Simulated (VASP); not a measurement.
Input:

```yaml
crystal:
  lattice:
    - [3.31745, 0.00000, 0.00000]
    - [-1.65872, 2.87299, 0.00000]
    - [0.00000, 0.00000, 24.04593]
  atoms:
    - { symbol: W, position: [0.66667, 0.33333, 0.14151] }
    - { symbol: W, position: [0.33333, 0.66667, 0.85849] }
    - { symbol: Se, position: [0.33333, 0.66667, 0.21066] }
    - { symbol: Se, position: [0.66667, 0.33333, 0.78934] }
    - { symbol: Se, position: [0.66667, 0.33333, 0.92767] }
    - { symbol: Se, position: [0.33333, 0.66667, 0.07233] }
```

Level of theory: r2SCAN meta-GGA, VASP's PBE PAW potentials (set 64) (plane waves; VASP). Settings: 400 eV cut-off, 9×9×1 Γ-centred mesh, Gaussian smearing of 0.050 eV, potentials W_sv Se.

The cell holds a wide vacuum, so values per volume refer to the whole cell.  The cores are frozen, which limits the accuracy of field gradients.

Problem. Give the principal components of the electric field gradient (V/Å²) and the asymmetry η at each nucleus.

Solution. 
| atom | Vxx | Vyy | Vzz | η |
|---|---|---|---|---|
| W1 | 77.1 | 77.0 | -154.1 | 0.00 |
| W2 | 77.1 | 77.0 | -154.1 | 0.00 |
| Se3 | 45.3 | 45.3 | -90.5 | 0.00 |
| Se4 | 45.3 | 45.3 | -90.5 | 0.00 |
| Se5 | 42.9 | 42.9 | -85.8 | 0.00 |
| Se6 | 42.9 | 42.9 | -85.8 | 0.00 |

The cell is a sheet with vacuum, built from a database entry that may be metastable or hypothetical.
